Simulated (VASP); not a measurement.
Energy against volume of V (bcc). All values below come from SCAN meta-GGA, VASP's PBE PAW potentials (set 64) (plane waves; VASP). Run with 520 eV cut-off, 17×17×17 Γ-centred mesh, first-order Methfessel-Paxton smearing of 0.10 eV, potentials V_sv.

| V (Å³/atom) | E (eV/atom) |
|---|---|
| 12.330 | -17.43175 |
| 12.723 | -17.45954 |
| 13.117 | -17.47025 |
| 13.510 | -17.46669 |

Question: Fit these four points and predict the energy of the run at 13.904 Å³/atom.

Answer: A cubic in V^(−2/3), the third-order Birch-Murnaghan form, passes through the four points with V0 = 13.21 Å³/atom and B0 = 186 GPa, and gives -17.4513 eV/atom there. The run gave -17.4489 eV/atom, +2.3 meV/atom from the fit; all five points give B0 = 201 GPa.

The compound is V in the bcc structure. It was relaxed first, which changed the volume by -5 %. The run is not spin-polarised, so no magnetic state was tried.
